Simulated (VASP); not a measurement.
Level of theory: PBE GGA, VASP's PBE PAW potentials (set 64) (plane waves; VASP).

VASP ran on this input.

INCAR:
```
LREAL = .FALSE.
NELM = 100   # most electronic steps
LASPH = .TRUE.   # aspherical one-centre terms
ENCUT = 400   # plane-wave cut-off (eV)
LCHARG = .FALSE.
LORBIT = 11
GGA = PE
PREC = Normal
NELMIN = 4
SYSTEM = Pd16F
ALGO = Normal   # blocked Davidson
LWAVE = .FALSE.
LDIPOL = .TRUE.
DIPOL = 0.5 0.5 0.5
ISMEAR = 1   # Methfessel-Paxton
IDIPOL = 3
LMAXMIX = 4
SIGMA = 0.1   # width (eV)
EDIFF = 1E-6
LVHAR = .TRUE.
```

### POSCAR
```
Pd16F
1
    5.5764177466     0.0000000000     0.0000000000
    2.7882083665     4.8293196743     0.0000000000
    0.0000000000     0.0000000000    21.0208759401
Pd F
16 1
Direct
  0.0000000000   0.0000000000   0.3367105119
  0.5003236937   0.9993526125   0.3372194723
  0.9993526125   0.5003236937   0.3372194723
  0.5003236937   0.5003236937   0.3372194723
  0.1660512867   0.1660512867   0.4451503123
  0.6678984265   0.1660512867   0.4451503123
  0.1660512867   0.6678984265   0.4451503123
  0.6666670000   0.6666670000   0.4462600755
  0.8322684129   0.3354621742   0.5527326672
  0.3333330000   0.3333330000   0.5515701082
  0.8322684129   0.8322684129   0.5527326672
  0.3354621742   0.8322684129   0.5527326672
  0.0000000000   0.0000000000   0.6584745041
  0.5019456882   0.9961086235   0.6614420617
  0.9961086235   0.5019456882   0.6614420617
  0.5019456882   0.5019456882   0.6614420617
  0.3333330000   0.3333330000   0.7365102598
```

**KPOINTS**
```
Automatic mesh
0
Gamma
6 6 1
0 0 0
```

POTCAR, in this order: Pd F (PBE.64 set). Program: vasp_std. Read from the step before: WAVECAR.

Task: What will the output report for the number of irreducible k-points (NKPTS), largest plane-wave count, number of space-group operations, FFT grid (NGX, NGY, NGZ)?

Result: 
| Quantity | Value |
|---|---|
| number of irreducible k-points (NKPTS) | 7 |
| largest plane-wave count | 10347 |
| number of space-group operations | 6 |
| FFT grid (NGX, NGY, NGZ) | 28 × 28 × 108 |

The cell is a thin slab with vacuum, built from Pd (fcc): (111) face, F adsorbed.
